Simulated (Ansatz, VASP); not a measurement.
ScPdC6N6: VASP beside Ansatz

```
CELL_PARAMETERS angstrom
0.00000 5.22800 5.22800
5.22800 0.00000 5.22800
5.22800 5.22800 0.00000
ATOMIC_POSITIONS crystal
Sc 0.50000 0.50000 0.50000
Pd 0.00000 0.00000 0.00000
C 0.81465 0.18535 0.18535
C 0.18535 0.81465 0.18535
C 0.18535 0.18535 0.81465
C 0.18535 0.81465 0.81465
C 0.81465 0.18535 0.81465
C 0.81465 0.81465 0.18535
N 0.70275 0.29725 0.29725
N 0.29725 0.70275 0.29725
N 0.29725 0.29725 0.70275
N 0.29725 0.70275 0.70275
N 0.70275 0.29725 0.70275
N 0.70275 0.70275 0.29725
```

Alike in both runs: task single point; functional PBE; k mesh 4 × 4 × 4; occupations gaussian, width 0.1 eV; no spin polarisation.

|  | VASP | Ansatz |
| --- | --- | --- |
| version | VASP 6.6.1 | Ansatz 0.2.0 |
| potentials or method | VASP PAW PBE potentials, release 64 (Sc_sv, Pd, C, N) | scalar-relativistic, plane waves, PAW |
| plane-wave cutoff (eV) | 520 | 420 |
| valence electrons in the cell | 75 | 83 |

|  | VASP | Ansatz | Ansatz less VASP |
| --- | --- | --- | --- |
| gap on the k mesh at the Fermi level (eV) | none | none | - |
| pressure (GPa) | 6.8 | 6.4 | -0.43 |
| rms of the force components (eV/Å) | 0.813 | 1.006 | +0.1934 |

Atom by atom the forces differ by 0.196 eV/Å (rms over components). A gap of «none» marks a metal or a gap that the smearing closes. The functional is the same, so the differences come from potentials, cutoffs and numerics. The two sets of potentials don't hold the same shells in valence.

Caveats: the standard files for N, O and F lose accuracy on very short bonds; forces of over 1 eV/Å show positions far from the minimum, so gaps and moduli don't describe the material at rest.
